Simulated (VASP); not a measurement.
Calculation: rev-vdW-DF2, VASP's PBE PAW potentials (set 64) (plane waves; VASP 6.6.1).

VASP ran on this input.

KPOINTS:
```
Automatic mesh
0
Gamma
5 5 7
0 0 0
```

POSCAR:
```
MgH2
1
    4.4885196240     0.0000000000     0.0000000000
    0.0000000000     4.4885196240     0.0000000000
    0.0000000000     0.0000000000     2.9992003638
Mg H
2 4
Direct
  1.0000000000   0.0000000000   1.0000000000
  0.5000000000   0.5000000000   0.5000000000
  0.3042068298   0.3042068298   0.0000000000
  0.8042068298   0.1957931702   0.5000000000
  0.1957931702   0.8042068298   0.5000000000
  0.6957931702   0.6957931702   1.0000000000
```

INCAR:
```
# general
SYSTEM    =  MgH2
PREC      =  Accurate
ENCUT     =  520
LREAL     =  .FALSE.
LASPH     =  .TRUE.

# electronic loop
EDIFF     =  1E-7
NELM      =  100
ALGO      =  Normal

# smearing
ISMEAR    =  0
SIGMA     =  0.05

# functional
GGA       =  MK
LUSE_VDW  =  .TRUE.
AGGAC     =  0.0
PARAM1    =  0.1234568
PARAM2    =  0.7114
ZAB_VDW   =  -1.8867

# ions
IBRION    =  2
NSW       =  30
ISIF      =  4
EDIFFG    =  -0.01

# output
LWAVE     =  .FALSE.
LCHARG    =  .FALSE.
```

POTCAR, in this order: Mg H (PBE.64 set). Program: vasp_std.

The resulting files:

### OSZICAR
```
       N       E                     dE             d eps       ncg     rms          rms(c)
DAV:   1     0.496852402808E+01    0.49685E+01   -0.31978E+03   384   0.760E+02
DAV:   2    -0.160049977618E+02   -0.20974E+02   -0.20528E+02   496   0.861E+01
DAV:   3    -0.167474703698E+02   -0.74247E+00   -0.74247E+00   520   0.224E+01
DAV:   4    -0.167488638977E+02   -0.13935E-02   -0.13935E-02   568   0.993E-01
DAV:   5    -0.167488666380E+02   -0.27403E-05   -0.27403E-05   520   0.336E-02    0.685E+00
DAV:   6    -0.157268906253E+02    0.10220E+01   -0.87813E-01   400   0.568E+00    0.347E+00
DAV:   7    -0.153827442738E+02    0.34415E+00   -0.11128E+00   400   0.682E+00    0.515E-01
DAV:   8    -0.153918183154E+02   -0.90740E-02   -0.19081E-02   432   0.112E+00    0.957E-02
DAV:   9    -0.153916712985E+02    0.14702E-03   -0.82920E-04   552   0.219E-01    0.173E-02
DAV:  10    -0.153916877128E+02   -0.16414E-04   -0.28563E-05   448   0.519E-02    0.991E-03
DAV:  11    -0.153916870703E+02    0.64252E-06   -0.55174E-06   504   0.125E-02    0.136E-03
DAV:  12    -0.153916870818E+02   -0.11541E-07   -0.13303E-07   408   0.332E-03
   1 F= -.15391687E+02 E0= -.15391687E+02  d E =-.153917E+02
```

File OUTCAR:
```
------------------------ aborting loop because EDIFF is reached ----------------------------------------
  FORCE on cell =-STRESS in cart. coord.  units (eV):
  Direction    XX          YY          ZZ          XY          YZ          ZX
  --------------------------------------------------------------------------------------
  Total        0.0495236      0.0495236      0.0576254     -0.0000000      0.0000000      0.0000000
  in kB        1.3131396      1.3131396      1.5279636     -0.0000000      0.0000000      0.0000000
  external PRESSURE =       1.3847476 kB  Pullay stress =       0.0000000 kB
  volume of cell :       60.42
      direct lattice vectors                 reciprocal lattice vectors
     4.488519624  0.000000000  0.000000000     0.222790604  0.000000000  0.000000000
     0.000000000  4.488519624  0.000000000     0.000000000  0.222790604  0.000000000
     0.000000000  0.000000000  2.999200364     0.000000000  0.000000000  0.333422205
 POSITION                                       TOTAL-FORCE (eV/Angst)
 -----------------------------------------------------------------------------------
      0.00000      0.00000      0.00000         0.000000      0.000000      0.000000
      2.24426      2.24426      1.49960         0.000000      0.000000      0.000000
      1.36544      1.36544      0.00000        -0.005498     -0.005498      0.000000
      3.60970      0.87882      1.49960        -0.005498      0.005498      0.000000
      0.87882      3.60970      1.49960         0.005498     -0.005498      0.000000
      3.12308      3.12308      0.00000         0.005498      0.005498      0.000000
 -----------------------------------------------------------------------------------
    total drift:                                0.000000      0.000000     -0.000000
  FREE ENERGIE OF THE ION-ELECTRON SYSTEM (eV)
  ---------------------------------------------------
  free  energy   TOTEN  =       -15.3916870818 eV

  energy  without entropy=      -15.3916870818  energy(sigma->0) =      -15.39168708

 reached required accuracy - stopping structural energy minimisation
```
(Selected blocks of OUTCAR.)

The compound is MgH2 in the rutile structure. It was relaxed first.
